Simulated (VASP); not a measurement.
Here is the system:

```xyz
1
Lattice="-1.5800 1.5800 1.5800 1.5800 -1.5800 1.5800 1.5800 1.5800 -1.5800" Properties=species:S:1:pos:R:3 pbc="T T T"
W      0.0000     0.0000     0.0000
```

These are PBE GGA, VASP's PBE PAW potentials (set 64) (plane waves; VASP) values and carry that method's errors. Run with 400 eV cut-off, 15×15×15 Γ-centred mesh, first-order Methfessel-Paxton smearing of 0.10 eV, potentials W_sv.

Give the stress tensor in GPa (positive for a compressed cell).

```
7.94  0.00  0.00
0.00  7.94  0.00
0.00  0.00  7.94
```
The pressure is its mean diagonal, 7.94 GPa.

The compound is W in the bcc structure. The cell was not relaxed at this level.
